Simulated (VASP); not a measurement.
Computed with PBE GGA with D3 dispersion (Becke-Johnson damping), VASP's PBE PAW potentials (set 64) (plane waves; VASP).

The input files of a VASP run:

File POSCAR:
```
Tc
1
    1.3352803559    -2.3127737986     0.0000000000
    1.3352803559     2.3127737986     0.0000000000
    0.0000000000     0.0000000000     4.2782655538
Tc
2
Direct
  0.3333330000   0.6666670000   0.2500000000
  0.6666670000   0.3333330000   0.7500000000
```

**INCAR**
```
LASPH = .TRUE.
IVDW = 12
IBRION = 2   ! conjugate gradients
SIGMA = 0.1
ALGO = Normal   ! blocked Davidson
EDIFF = 1E-7
EDIFFG = -0.01   ! ionic stop
LREAL = .FALSE.   ! projection in real space or not
LCHARG = .FALSE.
NELM = 100
NSW = 30
LMAXMIX = 4   ! l cut-off of mixed one-centre charges
ISMEAR = 1   ! Methfessel-Paxton
ISIF = 4   ! ions and shape, fixed volume
ENCUT = 520   ! plane-wave cut-off (eV)
GGA = PE
PREC = Accurate
SYSTEM = Tc
LWAVE = .FALSE.
```

**KPOINTS**
```
Automatic mesh
0
G
  15 15 8
```

POTCAR, in this order: Tc_pv (PBE.64 set). Program: vasp_std.

Output

OSZICAR:
```
       N       E                     dE             d eps       ncg     rms          rms(c)
DAV:   1     0.318384019635E+03    0.31838E+03   -0.16927E+04  4614   0.163E+03
DAV:   2    -0.133643805455E+02   -0.33175E+03   -0.32826E+03  5055   0.467E+02
DAV:   3    -0.217478331262E+02   -0.83835E+01   -0.82332E+01  5359   0.853E+01
DAV:   4    -0.218205876630E+02   -0.72755E-01   -0.71807E-01  5043   0.814E+00
DAV:   5    -0.218211942330E+02   -0.60657E-03   -0.60651E-03  5002   0.714E-01    0.271E+01
DAV:   6    -0.206590332771E+02    0.11622E+01   -0.25236E+00  4861   0.164E+01    0.963E+00
DAV:   7    -0.204906461622E+02    0.16839E+00   -0.60631E-01  5109   0.738E+00    0.109E+00
DAV:   8    -0.204806637393E+02    0.99824E-02   -0.14768E-02  4700   0.135E+00    0.550E-02
DAV:   9    -0.204806818710E+02   -0.18132E-04   -0.17689E-04  5155   0.132E-01    0.182E-02
DAV:  10    -0.204806720634E+02    0.98077E-05   -0.94724E-06  4862   0.317E-02    0.502E-03
DAV:  11    -0.204806719591E+02    0.10426E-06   -0.44048E-07  4495   0.667E-03    0.116E-03
DAV:  12    -0.204806706262E+02    0.13329E-05   -0.31429E-08  2343   0.165E-03    0.349E-04
DAV:  13    -0.204806706706E+02   -0.44358E-07   -0.43973E-09  2335   0.584E-04
   1 F= -.21863146E+02 E0= -.21863030E+02  d E =-.218631E+02
       N       E                     dE             d eps       ncg     rms          rms(c)
DAV:   1    -0.204844151016E+02   -0.37445E-02   -0.18023E-01  4598   0.370E+00    0.351E-01
DAV:   2    -0.204814115367E+02    0.30036E-02   -0.49326E-03  4918   0.634E-01    0.157E-01
DAV:   3    -0.204807030682E+02    0.70847E-03   -0.24262E-03  5506   0.359E-01    0.235E-02
DAV:   4    -0.204807073760E+02   -0.43078E-05   -0.46163E-05  4657   0.728E-02    0.614E-03
DAV:   5    -0.204807071205E+02    0.25547E-06   -0.24063E-06  4887   0.110E-02    0.214E-03
DAV:   6    -0.204807072641E+02   -0.14361E-06   -0.14830E-07  3384   0.319E-03    0.669E-04
DAV:   7    -0.204807072633E+02    0.79854E-09   -0.10319E-08  2297   0.886E-04
   2 F= -.21863191E+02 E0= -.21863100E+02  d E =-.447541E-04
       N       E                     dE             d eps       ncg     rms          rms(c)
DAV:   1    -0.204815903247E+02   -0.88306E-03   -0.37687E-02  4598   0.169E+00    0.160E-01
DAV:   2    -0.204809678101E+02    0.62251E-03   -0.10314E-03  4878   0.288E-01    0.720E-02
DAV:   3    -0.204808175899E+02    0.15022E-03   -0.51635E-04  5480   0.165E-01    0.107E-02
DAV:   4    -0.204808183738E+02   -0.78386E-06   -0.10208E-05  4667   0.341E-02    0.300E-03
DAV:   5    -0.204808181706E+02    0.20322E-06   -0.61050E-07  4470   0.565E-03    0.961E-04
DAV:   6    -0.204808181461E+02    0.24432E-07   -0.39578E-08  2303   0.178E-03
   3 F= -.21863298E+02 E0= -.21863196E+02  d E =-.151791E-03
```

OUTCAR:
```
------------------------ aborting loop because EDIFF is reached ----------------------------------------
 Edisp (eV)   -1.38248
  FORCE on cell =-STRESS in cart. coord.  units (eV):
  Direction    XX          YY          ZZ          XY          YZ          ZX
  --------------------------------------------------------------------------------------
  Total       3.74785     3.74785     3.74622     0.00000    -0.00000    -0.00000
  in kB     227.24217   227.24226   227.14389     0.00000    -0.00000    -0.00000
  external pressure =      227.21 kB  Pullay stress =        0.00 kB
  volume of cell :       26.42
      direct lattice vectors                 reciprocal lattice vectors
     1.336369292 -2.314659930  0.000000000     0.374148076 -0.216014454 -0.000000000
     1.336369292  2.314659930  0.000000000     0.374148076  0.216014454 -0.000000000
     0.000000000 -0.000000000  4.271296061    -0.000000000  0.000000000  0.234120975
 POSITION                                       TOTAL-FORCE (eV/Angst)
 -----------------------------------------------------------------------------------
      1.33637      0.77155      1.06782        -0.000000     -0.000000      0.000000
      1.33637     -0.77155      3.20347         0.000000      0.000000      0.000000
 -----------------------------------------------------------------------------------
    total drift:                                0.000020      0.000582     -0.000043
  FREE ENERGIE OF THE ION-ELECTRON SYSTEM (eV)
  ---------------------------------------------------
  free  energy   TOTEN  =       -21.8632977087 eV

  energy  without entropy=      -21.8629935176  energy(sigma->0) =      -21.86319631

 reached required accuracy - stopping structural energy minimisation
```
(Selected blocks of OUTCAR.)

File CONTCAR:
```
Tc
   1.00000000000000
     1.3363692923047223   -2.3146599300126853    0.0000000000000000
     1.3363692923047223    2.3146599300126853    0.0000000000000000
     0.0000000000000000   -0.0000000000000000    4.2712960614444668
  Tc
     2
Direct
     0.3333330000000032    0.6666669999999968    0.2500000000000000
     0.6666669999999968    0.3333330000000032    0.7500000000000000
```

The compound is Tc in the hcp structure. This cell is one point of a volume scan, at 0.94 of the reference volume. Symmetry was kept, so distortions that lower it aren't found.
